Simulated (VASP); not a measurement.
```
TaC
1.0
    0.00000     2.21070     2.21070
    2.21070     0.00000     2.21070
    2.21070     2.21070     0.00000
Ta C
1 1
Direct
  0.00000   0.00000   0.00000
  0.50000   0.50000   0.50000
```

Level of theory: LDA (Ceperley-Alder, Perdew-Zunger), VASP's LDA PAW potentials (set 64) (plane waves; VASP). Numerical set-up: 620 eV cut-off, 14×14×14 Γ-centred mesh, first-order Methfessel-Paxton smearing of 0.10 eV, potentials Ta_pv C.

Unless said otherwise, spin-orbit coupling is left out, though it shifts the bands of the heavy elements here.

Problem. Estimate the energy per atom (σ→0), band gap (on the k-mesh) with the smallest direct gap where there is one.

Solution. 
- band gap (on the k-mesh): none (metal, semimetal or under 0.01 eV)
- energy per atom (σ→0): -12144 meV/atom

Total energies compare only between runs with the same potentials, cut-off and functional.

The compound is TaC in the rock salt structure. It was relaxed first. The electron count is odd and the run is not spin-polarised, which forces a metal.
